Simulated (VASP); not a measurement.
Energy against volume of Au (fcc). Level of theory: PW91 GGA, VASP's PBE PAW potentials (set 64) (plane waves; VASP). Run with 520 eV cut-off, 15×15×15 Γ-centred mesh, first-order Methfessel-Paxton smearing of 0.10 eV, potentials Au.

```json
[
 {"V (Å³/atom)": "17.520", "E (eV/atom)": "-3.24094"},
 {"V (Å³/atom)": "18.062", "E (eV/atom)": "-3.24894"},
 {"V (Å³/atom)": "18.604", "E (eV/atom)": "-3.24257"},
 {"V (Å³/atom)": "19.145", "E (eV/atom)": "-3.22445"}
]
```

Fit these four points and predict the energy of the run at 16.978 Å³/atom.

A cubic in V^(−2/3), the third-order Birch-Murnaghan form, passes through the four points with V0 = 18.08 Å³/atom and B0 = 141 GPa, and gives -3.2154 eV/atom there. The run gave -3.2154 eV/atom, +0.1 meV/atom from the fit; all five points give B0 = 141 GPa.

The compound is Au in the fcc structure. It was relaxed first, which changed the volume by +6 %.
